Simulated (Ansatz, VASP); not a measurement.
**InAs: VASP beside Ansatz**

Aim: how closely do two programs agree when they are given the same cell, functional and k mesh? The cell is taken from a series of runs on this material, whose earlier steps may have relaxed, scaled, displaced or heated it; both programs get it as it stands.

Program: Ansatz 0.2.0. Level of theory: plane waves, with VASP 6.6.1 beside it; zone-centre phonons at LDA and zone-centre phonons at PBEsol. Results are calculated unless marked as measured.

## (1) Starting point

It takes space group F-43m (No. 216, cubic). The conventional cell has a = 6.026 Å, b = 6.026 Å, c = 6.026 Å, α = 90.00°, β = 90.00°, γ = 90.00°. Nearest to In lie 4 As at 2.61 Å. Nearest to As lie 4 In at 2.61 Å. Farther neighbours are not listed.

## (2) Ansatz: zone-centre phonons, LDA

Ansatz runs on its default PAW (the set named soft_2) files.

Second derivatives magnify differences that forces hide, and they need a tight electronic threshold.

input.yaml reads:

```yaml
crystal:
  lattice:
    - [0.0, 3.0129696987, 3.0129696987]
    - [3.0129696987, 0.0, 3.0129696987]
    - [3.0129696987, 3.0129696987, 0.0]
  atoms:
    - { symbol: In, position: [0.0, 0.0, 0.0] }
    - { symbol: As, position: [0.25, 0.25, 0.25] }
kpoints:
  mp_grid: { grid: [12, 12, 12] }
hamiltonian:
  xc: lda
scf:
  occupations: { method: methfessel_paxton, width: 0.2 }
output:
  eigenvalues: true
phonons:
  method: dfpt
```

Started as:

```sh
> ansatz run input.yaml --threads 8 --pin off --max-ram 16384MiB --backend cpu --events-out ev --progress --plain --runs-dir out
```

Numbers of over 12 decimals in the logs are rounded to 6 here.

The program printed:

```text
zone centre: on kpoints.mp_grid the ground state, and the responses unless they are solved on pairs of k-points, stand on 163 of the mesh's 1728 k-points, reduced under 8 symmetry operations, with k and −k counted as one. Each operation leaves every solved displacement unchanged or reverses it
Engine: ansatz 0.2.0, aarch64-unknown-linux-gnu
Pseudopotentials: kind: paw
Pseudopotential: In, paw, valence charge 13, recommended cutoff 420 eV (normal), In.paw.azcp
Pseudopotential: As, paw, valence charge 15, recommended cutoff 420 eV (normal), As.paw.azcp
Functional definition: SPW92
  exchange = slater_x
  correlation = pw_c
Crystal: 2 atoms, lattice volume = 54.703 Å³
Basis set: ecut = 420 eV, 1067 PW (Γ), exchange–correlation on 60×60×60 points (8 copies of the dense FFT grid, shifted against one another)
Bands: 18, of which v1, the nominal top of the filled ones, is band 14 counted from 1 (13 counted from 0)
Symmetry: 24 space group operations
k-points: 163 of 1728 (irreducible under 8 space group operations, time reversal used)
Non-local potential: In, projectors of the file, l = 0: 2, l = 1: 2, l = 2: 2, l = 3: 2
Non-local potential: As, projectors of the file, l = 0: 2, l = 1: 2, l = 2: 3, l = 3: 1
PAW form: soft (Blöchl's): semilocal exchange-correlation on the pseudo side does not see the compensation charge
PAW frozen core: In, regenerated for the run's functional, and the local potential with it (the file was generated under x = pbe(κ = 0.804, μ = 0.219515), c = pbe(β = 0.066725))
PAW frozen core: As, regenerated for the run's functional, and the local potential with it (the file was generated under x = pbe(κ = 0.804, μ = 0.219515), c = pbe(β = 0.066725))
PAW one-centre angular grid: In, 590 points (default); XC on 64 Gauss nodes
PAW one-centre angular grid: As, 590 points (default); XC on 64 Gauss nodes
Initial density: superposition of atomic densities (neutral atoms: chi_scale 0, normalization atom), corrected by the library's trained network
Initial wavefunctions: pseudopotential atomic-orbital guess
Functional: x = slater, c = lda
SCF iter   1: F=—  HF=-10231.253977 eV  |F-HF|=—  |Δ(HF+E_count)|=         —  Δρ=7.05e-3  dr2=2.21e-2  ethr=1.77e-3  ⟨swp⟩=5.0  Hψ=14220  notcnv=0
preconditioner: auto → none  [insulator: Δε(μ)=0.698 eV  Ē_g=14.626 eV  σ=0.200 eV  W_gap=0.67  n_scr=14 (ndim 8)  ℏωp=21.3 eV  f_vac=0.105  D(μ)=0.05/eV (n_scr^D=0)  ε∞_Penn≈3.1]
SCF iter   2: F=—  HF=-10231.245952 eV  |F-HF|=—  |Δ(HF+E_count)|=   8.02e-3  S|Δr|=    0.00e0  Δρ=2.42e-3  dr2=1.48e-3  ethr=7.88e-5  ⟨swp⟩=2.4  Hψ=5799  notcnv=0
SCF iter   3: F=—  HF=-10231.245738 eV  |F-HF|=—  |Δ(HF+E_count)|=   2.14e-4  S|Δr|=    0.00e0  Δρ=7.52e-4  dr2=2.11e-4  ethr=5.28e-6  ⟨swp⟩=2.9  Hψ=5652  notcnv=0
SCF iter   4: F=—  HF=-10231.245702 eV  |F-HF|=—  |Δ(HF+E_count)|=   3.66e-5  S|Δr|=    0.00e0  Δρ=2.43e-4  dr2=1.97e-5  ethr=7.52e-7  ⟨swp⟩=2.9  Hψ=5196  notcnv=0
SCF iter   5: F=—  HF=-10231.245699 eV  |F-HF|=—  |Δ(HF+E_count)|=   2.43e-6  S|Δr|=    0.00e0  Δρ=1.95e-5  dr2=1.56e-7  ethr=7.05e-8  ⟨swp⟩=2.3  Hψ=4194  notcnv=0
SCF iter   6: F=—  HF=-10231.245698 eV  |F-HF|=—  |Δ(HF+E_count)|=   1.06e-6  S|Δr|=    0.00e0  Δρ=4.75e-6  dr2=1.18e-8  ethr=5.56e-10  ⟨swp⟩=2.1  Hψ=3933  notcnv=0
SCF iter   7: F=—  HF=-10231.245698 eV  |F-HF|=—  |Δ(HF+E_count)|=   1.01e-9  S|Δr|=    0.00e0  Δρ=5.72e-7  dr2=1.09e-10  ethr=4.22e-11  ⟨swp⟩=2.1  Hψ=3479  notcnv=0
SCF iter   8: F=-10231.245698 eV  HF=-10231.245698 eV  |F-HF|=3.64e-12  |Δ(HF+E_count)|=  2.91e-11  S|Δr|=    0.00e0  Δρ=5.40e-8  dr2=6.47e-13  ethr=1.00e-12  ⟨swp⟩=6.0  Hψ=13173  notcnv=0
SCF 1 converged in 8 iterations: F = -10231.245698 eV  dr2 = 6.47e-13
  greatest PAW one-centre occupation: 0.999 electrons in one spin orbital (limit 2), on the As atom at site 1 (counted from 0), in its partial waves of l = 2
DFPT response loops at Γ: preconditioner auto → Kerker (q_TF=auto, 2.440 Å⁻¹) (partly filled bands, converged f_vac=0.086); β = 1.00, the filter's whole step (`scf.mixing.beta` (0.50) is not read by the response loops under this deck's `scf.mixing.preconditioner`; to damp them name `kerker` or `kerker_dos`, under which they read `scf.mixing.beta`, and type it under 1.00, their step now; both keys bind the ground state too); Broyden in place of MSR1
SCF converged after 8 iterations
Stability not checked: this state was not tested for a lower state beside it, because cold or Methfessel-Paxton smearing, or corrected tetrahedra, fill the levels in a way that the test cannot read (fill_not_monotonic; see scf.lower_state_search)
Free energy (F): -10231.245698 eV
Harris-Foulkes:  -10231.245698 eV  (|F-HF|=3.64e-12)
Internal energy: -10231.246094 eV  (E = F + TS)
E sigma→0 (E₀):  -10231.245797 eV
Entropy (-TS):   0.000396 eV (0.198 meV/atom)
Fermi energy:    7.716542 eV
Step filling:    the computed levels leave a gap of 0.0000 eV = 0.0 smearing widths at the electron count; against every level under it full and every level over it empty, smearing changes F+E_penalty+E_count by +0.162 meV and its σ→0 estimate by +0.063 meV
--- Per-component energies (eV) ---
  E_band       = -318.883374
  E_kinetic    = 348.494250
  E_local      = -3271.395026  (includes V_loc(G=0)·N_el)
  E_nonlocal   = -295.002691
  E_hartree    = 1578.678323
  E_xc         = -292.600289
  E_vxc        = -180.853876  (∫ρ·V_xc dr)
  E_paw        = -5769.760759  (= ΣΔE_a)
  E_vpaw       = -77.482695  (= ΣTr[D̂ρ^β])
  E_aug_tail   = 0.000036  (compensation charges beyond the density's cutoff)
  E_ewald      = -2532.019703
  E_core_change = 2.359766  (= ΣΔE_core)
  E_smearing   = 0.000396  (= −TS)
  E_closure    = 0.000000  (closes the sum)
  Σ components = -10231.245698   (vs F -10231.245698, Δ=0.00e0)
--- Band table (eV; the first three rows and the last of 163) ---
  k-point 0: bands = [... 10 lower, -4.3327, 7.2859, 7.6738, 7.6738, 7.6738, 11.5133, 11.5133, 11.5133]
  k-point 1: bands = [... 10 lower, -4.2580, 6.3042, 7.5793, 7.5793, 8.3952, 11.5360, 11.6512, 11.6512]
  k-point 2: bands = [... 10 lower, -4.0424, 5.0716, 7.3505, 7.3505, 8.7976, 11.9024, 11.9656, 11.9656]
  k-point 162: bands = [... 10 lower, -2.2153, 1.8474, 4.6514, 4.7249, 11.8349, 11.8920, 12.5712, 13.6605]
--- Phonons (Γ-DFPT): 2 representative perturbations + reference, on 163 of 1728 k-points (Σ response iterations 6) ---
  k mesh reduced under 8 symmetry operations, with k and −k counted as one. Each operation leaves every solved displacement unchanged or reverses it
  ASR residual: 5.732e-5 → 0.000e0 eV/Å²; symmetrization residual: 6.290e-6 eV/Å²
  ASR residual per site (eV/Å²): 5.73e-5 5.15e-5
  Γ frequencies (cm⁻¹): 0.00 0.00 0.00 213.77 213.77 213.77
  non-analytic LO–TO correction: not included (Born effective charges unavailable; polar crystals: no LO–TO splitting at Γ)
```

## (3) VASP: zone-centre phonons, LDA

The same cell, functional (in two slightly different forms), mesh and smearing now go to VASP, with its own data sets.

Lines of VASP's logs that name or quote its potential files are left out, and so is its time.

INCAR reads:

```
SYSTEM = InAs
PREC = Accurate
ENCUT = 500
EDIFF = 1E-08
NELM = 120
ISMEAR = 1
SIGMA = 0.2
LREAL = .FALSE.
ALGO = Normal
GGA = CA
NBANDS = 15
LORBIT = 11
LWAVE = .FALSE.
LCHARG = .FALSE.
ISIF = 2
IBRION = 8
LASPH = .TRUE.
GGA_COMPAT = .FALSE.
KPAR = 2
```

POSCAR reads:

```
InAs
1.0
    0.0000000000      3.0129696987      3.0129696987
    3.0129696987      0.0000000000      3.0129696987
    3.0129696987      3.0129696987      0.0000000000
In As
1 1
Direct
    0.0000000000      0.0000000000      0.0000000000
    0.2500000000      0.2500000000      0.2500000000
```

KPOINTS reads:

```
Automatic mesh
0
Gamma
12 12 12
0 0 0
```

PAW data sets: In_d and As (LDA family, release 64).

Started as:

```sh
> mpirun -np 2 vasp_std
```

The program printed:

```text
[banner, memory and clock lines left out]
running    2 mpi-ranks, on    1 nodes
 distrk:  each k-point on    1 cores,    2 groups
 distr:  one band on    1 cores,    1 groups

 POSCAR found type information on POSCAR InAs
 POSCAR found :  2 types and       2 ions
 LDA part: xc-table for (Slater(with rela. corr.)+CA(PZ))
 , standard interpolation
 POSCAR, INCAR and KPOINTS ok, starting setup
 FFT: planning ... GRIDC
 FFT: planning ... GRID_SOFT
 FFT: planning ... GRID
 WAVECAR not read
 entering main loop
       N       E                     dE             d eps       ncg     rms          rms(c)
DAV:   1     0.111434040592E+03    0.11143E+03   -0.81663E+03  2167   0.126E+03
DAV:   2    -0.140185454422E+01   -0.11284E+03   -0.10867E+03  2279   0.304E+02
DAV:   3    -0.913582297164E+01   -0.77340E+01   -0.76875E+01  2748   0.800E+01
DAV:   4    -0.933731840910E+01   -0.20150E+00   -0.20143E+00  2622   0.144E+01
DAV:   5    -0.934705234615E+01   -0.97339E-02   -0.97338E-02  3313   0.274E+00    0.477E+00
DAV:   6    -0.907226348837E+01    0.27479E+00   -0.38320E-01  3401   0.112E+01    0.263E+00
DAV:   7    -0.903305523727E+01    0.39208E-01   -0.11189E-01  3074   0.315E+00    0.686E-01
DAV:   8    -0.902966089808E+01    0.33943E-02   -0.11928E-02  2859   0.134E+00    0.226E-01
DAV:   9    -0.902954857221E+01    0.11233E-03   -0.78423E-04  2735   0.256E-01    0.143E-01
DAV:  10    -0.902957104976E+01   -0.22478E-04   -0.11774E-04  3331   0.186E-01    0.718E-02
DAV:  11    -0.902957464462E+01   -0.35949E-05   -0.36303E-05  3285   0.118E-01    0.501E-02
DAV:  12    -0.902957215924E+01    0.24854E-05   -0.52477E-06  3173   0.319E-02    0.706E-03
DAV:  13    -0.902957220800E+01   -0.48758E-07   -0.70908E-07  2783   0.500E-03    0.163E-03
DAV:  14    -0.902957220277E+01    0.52280E-08   -0.24685E-08  2785   0.235E-03
   1 F= -.90295722E+01 E0= -.90297042E+01  d E =0.396027E-03
 Linear response reoptimize wavefunctions to high precision
DAV:   1    -0.902957220303E+01   -0.26489E-09   -0.34751E-09  2222   0.105E-03
DAV:   2    -0.902957220313E+01   -0.93678E-10   -0.93450E-10  1578   0.246E-04
 Linear response DOF=           2
 Linear response progress:
  Degree of freedom:   1/  2
       N       E                     dE             d eps       ncg     rms          rms(c)
RMM:   1    -0.235375802921E+00   -0.23538E+00   -0.87554E-02 11351   0.494E+00
RMM:   2    -0.237863534270E+00   -0.24877E-02   -0.13620E-02 14241   0.105E+00    0.795E-02
RMM:   3    -0.237835977478E+00    0.27557E-04   -0.16107E-03 15461   0.326E-01    0.388E-02
RMM:   4    -0.237652354773E+00    0.18362E-03   -0.14073E-04 15804   0.108E-01    0.205E-02
RMM:   5    -0.237610817963E+00    0.41537E-04   -0.30659E-05 16515   0.400E-02    0.780E-03
RMM:   6    -0.237609683117E+00    0.11348E-05    0.50894E-06 16476   0.133E-02    0.191E-03
RMM:   7    -0.237619869127E+00   -0.10186E-04    0.37550E-06 16732   0.396E-03    0.699E-04
RMM:   8    -0.237619784787E+00    0.84340E-07   -0.72946E-07 16639   0.168E-03    0.434E-04
RMM:   9    -0.237619041516E+00    0.74327E-06    0.13775E-06 16775   0.739E-04    0.882E-05
RMM:  10    -0.237618726276E+00    0.31524E-06    0.65213E-07 17057   0.313E-04    0.405E-05
RMM:  11    -0.237618591314E+00    0.13496E-06    0.37127E-07 17563   0.155E-04    0.639E-06
RMM:  12    -0.237618649420E+00   -0.58107E-07    0.21857E-07 16985   0.889E-05    0.793E-06
RMM:  13    -0.237618658379E+00   -0.89585E-08    0.10828E-07 17982   0.555E-05    0.343E-06
RMM:  14    -0.237618683784E+00   -0.25405E-07    0.36022E-08 18133   0.384E-05    0.296E-06
RMM:  15    -0.237618668277E+00    0.15507E-07    0.18748E-08 16290   0.295E-05    0.108E-06
RMM:  16    -0.237618667137E+00    0.11396E-08    0.77687E-09 14180   0.248E-05    0.127E-06
 first order change of Fermi-energy  -0.46853E-04
 force on displaced ion       1 direction 1 :  -7.634   0.000   0.000
 Linear response progress:
  Degree of freedom:   2/  2
       N       E                     dE             d eps       ncg     rms          rms(c)
RMM:   1    -0.475412827932E-01   -0.47541E-01    0.64429E-02 17541   0.157E+00
RMM:   2    -0.452826711315E-01    0.22586E-02    0.16321E-03 13249   0.582E-01    0.110E-01
RMM:   3    -0.459815207361E-01   -0.69885E-03   -0.19890E-03 15442   0.250E-01    0.469E-02
RMM:   4    -0.461471309409E-01   -0.16561E-03   -0.15183E-04 15767   0.835E-02    0.107E-02
RMM:   5    -0.461775138728E-01   -0.30383E-04   -0.16237E-05 16258   0.308E-02    0.489E-03
RMM:   6    -0.461616607741E-01    0.15853E-04   -0.14892E-06 15827   0.833E-03    0.161E-03
RMM:   7    -0.461601585332E-01    0.15022E-05   -0.22111E-07 17199   0.269E-03    0.112E-03
RMM:   8    -0.461604339631E-01   -0.27543E-06   -0.57701E-08 16592   0.112E-03    0.692E-04
RMM:   9    -0.461611148411E-01   -0.68088E-06   -0.63547E-08 15847   0.403E-04    0.767E-05
RMM:  10    -0.461611965530E-01   -0.81712E-07    0.17677E-08 17133   0.167E-04    0.725E-05
RMM:  11    -0.461611871458E-01    0.94072E-08   -0.80844E-08 18018   0.685E-05    0.216E-05
 first order change of Fermi-energy   0.30748E-03
 force on displaced ion       2 direction 1 :  -7.684   0.000   0.000
 Linear response finished
```

Parts of OUTCAR (step 3):

```text
ion  position               nearest neighbor table
   1  0.000  0.000  0.000-   2 2.61   2 2.61   2 2.61   2 2.61
   2  0.250  0.250  0.250-   1 2.61   1 2.61   1 2.61   1 2.61

  LATTYP: Found a face centered cubic cell.
 ALAT       =     6.0259393974

 Subroutine GETGRP returns: Found 24 space group operations
 (whereof 24 operations were pure point group operations)

The static configuration has the point symmetry T_d .

 Found     72 irreducible k-points:

   k-points           NKPTS =     72   k-points in BZ     NKDIM =     72   number of bands    NBANDS=     15

   dimension x,y,z NGX =    32 NGY =   32 NGZ =   32
   dimension x,y,z NGXF=    64 NGYF=   64 NGZF=   64

   ENCUT  =  500.0 eV  36.75 Ry    6.06 a.u.   7.77  7.77  7.77*2*pi/ulx,y,z

   NELECT =      18.0000    total number of electrons

 k-points in reciprocal lattice and weights: Automatic mesh
   0.00000000  0.00000000  0.00000000       0.001
   0.08333333  0.00000000  0.00000000       0.005
   0.16666667  0.00000000  0.00000000       0.005
   0.25000000  0.00000000  0.00000000       0.005
   0.33333333  0.00000000  0.00000000       0.005
   0.41666667  0.00000000  0.00000000       0.005
   0.50000000  0.00000000  0.00000000       0.002
   0.08333333  0.08333333  0.00000000       0.003
   0.16666667  0.08333333  0.00000000       0.014
[...]
-0.33333333  0.50000000  0.16666667       0.007
  -0.25000000  0.50000000  0.25000000       0.003

 average (electrostatic) potential at core
       1 -96.0193       2 -53.0188

  Total        0.0538519      0.0538519      0.0538519      0.0000000     -0.0000000      0.0000000
  in kB        1.5772375      1.5772375      1.5772375      0.0000000     -0.0000000      0.0000000
  external PRESSURE =       1.5772375 kB  Pullay stress =       0.0000000 kB

  energy-cutoff  :      500.00
  volume of cell :       54.70
      direct lattice vectors                 reciprocal lattice vectors
     0.000000000  3.012969699  3.012969699    -0.165949229  0.165949229  0.165949229
     3.012969699  0.000000000  3.012969699     0.165949229 -0.165949229  0.165949229
     3.012969699  3.012969699  0.000000000     0.165949229  0.165949229 -0.165949229

 POSITION                                       TOTAL-FORCE (eV/Angst)
 -----------------------------------------------------------------------------------
      0.00000      0.00000      0.00000         0.000000      0.000000      0.000000
      1.50648      1.50648      1.50648        -0.000000     -0.000000     -0.000000
 -----------------------------------------------------------------------------------
    total drift:                               -0.000000     -0.000000     -0.000000

 Eigenvectors and eigenvalues of the dynamical matrix
 ----------------------------------------------------

   1 f  =    6.427717 THz    40.386534 2PiTHz  214.405545 cm-1    26.582888 meV
             X         Y         Z           dx          dy          dz
      0.000000  0.000000  0.000000     0.000000    0.627151    0.000000
      1.506485  1.506485  1.506485     0.000000   -0.778898    0.000000

   2 f  =    6.427717 THz    40.386534 2PiTHz  214.405545 cm-1    26.582888 meV
             X         Y         Z           dx          dy          dz
      0.000000  0.000000  0.000000    -0.627151    0.000000    0.000000
      1.506485  1.506485  1.506485     0.778898    0.000000    0.000000

   3 f  =    6.427717 THz    40.386534 2PiTHz  214.405545 cm-1    26.582888 meV
             X         Y         Z           dx          dy          dz
      0.000000  0.000000  0.000000     0.000000    0.000000   -0.627151
      1.506485  1.506485  1.506485     0.000000    0.000000    0.778898

   4 f/i=    0.010159 THz     0.063831 2PiTHz    0.338868 cm-1     0.042014 meV
             X         Y         Z           dx          dy          dz
      0.000000  0.000000  0.000000     0.778898    0.000000    0.000000
      1.506485  1.506485  1.506485     0.627151    0.000000    0.000000

   5 f/i=    0.010159 THz     0.063831 2PiTHz    0.338868 cm-1     0.042014 meV
             X         Y         Z           dx          dy          dz
      0.000000  0.000000  0.000000     0.000000   -0.778898    0.000000
      1.506485  1.506485  1.506485     0.000000   -0.627151    0.000000

   6 f/i=    0.010159 THz     0.063831 2PiTHz    0.338868 cm-1     0.042014 meV
             X         Y         Z           dx          dy          dz
      0.000000  0.000000  0.000000     0.000000    0.000000    0.778898
      1.506485  1.506485  1.506485     0.000000    0.000000    0.627151

 ELASTIC MODULI CONTR FROM IONIC RELAXATION (kBar)
 Direction    XX          YY          ZZ          XY          YZ          ZX
 --------------------------------------------------------------------------------
 XX          -0.0000      0.0000      0.0000     -0.0000      0.0000      0.0000
 YY           0.0000     -0.0000     -0.0000     -0.0000     -0.0000      0.0000
 ZZ           0.0000     -0.0000     -0.0000      0.0000     -0.0000      0.0000
 XY          -0.0000     -0.0000      0.0000   -233.8673      0.0000      0.0000
 YZ           0.0000     -0.0000     -0.0000      0.0000   -233.8673      0.0000
 ZX           0.0000      0.0000      0.0000      0.0000      0.0000   -233.8673
 --------------------------------------------------------------------------------
```

## (4) Side by side

Known differences besides the potentials themselves: the two LDA forms differ slightly; the data sets hold 28 valence electrons in Ansatz (on its default PAW (the set named soft_2) files) and 18 in VASP; the cutoff is 420 eV in Ansatz and 500 eV in VASP; VASP's log shows a relativistic correction to its local exchange, Ansatz's none. Total energies have different zeros and are not compared.

Compared:

```tsv
quantity	Ansatz	VASP	difference
optical mode 1 to 3 (cm⁻¹)	213.8	214.4	-0.30 %
```

Modes are paired by rising frequency, not by their patterns, so a pair may set unlike modes beside each other; they are those without the splitting of longitudinal modes.

(Part 1 of 2 ends here.)

[Lines on the potential files, build, host, timing and source positions are cut from VASP's logs without a mark.]

[Logs are printed without paths, hosts, clocks, repeated set-up lines and the standing remarks that a program may print on its own settings, such as how far it seeks lower states.]

[Hosts, paths, dates, database ids (printed as entryN), source tags and the programs' standing remarks are cut or masked in the printed files.]
